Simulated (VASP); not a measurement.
The system is Tc3Sn.

```
CELL_PARAMETERS angstrom
4.48616 0.00000 0.00000
2.24308 3.88513 0.00000
2.24308 1.29504 3.66293
ATOMIC_POSITIONS crystal
Tc 0.25000 0.25000 0.25000
Tc 0.75000 0.75000 0.75000
Tc 0.50000 0.50000 0.50000
Sn 0.00000 0.00000 0.00000
```

The cell comes from a database or a generator and needn't be the stable form of this composition.

```yaml
Program: VASP 6.6.1
Task: relaxation of cell and atoms
Functional: PBEsol
Potentials_or_basis: VASP PAW PBE potentials, release 64 (Tc_pv, Sn_d)
Cutoff: 600 eV
k_mesh: 6 × 6 × 6
Occupations: fermi-dirac, width 0.05 eV
Spin: no spin polarisation
```

At the start: pressure -9.6 GPa; volume 15.96 Å³/atom.

**Question.** Where does the relaxation end?

**Answer.** Over 4 steps the energy falls by 20.2 meV/atom and the volume is 15.32 Å³/atom (-4.0 %); space group Fm-3m (No. 225, to 0.05 Å).

The path:
```tsv
step	energy change (eV)	largest force (eV/Å)	pressure (GPa)	volume (Å³)
1	0.0000	0.0000	-9.62	63.84
2	0.4623	0.0000	32.64	55.39
3	-0.0806	0.0000	-0.40	61.35
4	-0.0807	0.0000	-0.05	61.27
```

Final structure:
```
CELL_PARAMETERS angstrom
4.42507 0.00000 0.00000
2.21253 3.83222 0.00000
2.21253 1.27741 3.61305
ATOMIC_POSITIONS crystal
Tc 0.25000 0.25000 0.25000
Tc 0.75000 0.75000 0.75000
Tc 0.50000 0.50000 0.50000
Sn 0.00000 0.00000 0.00000
```

Caveat: the PAW data sets were made with another functional, which shifts forces and pressure a little.
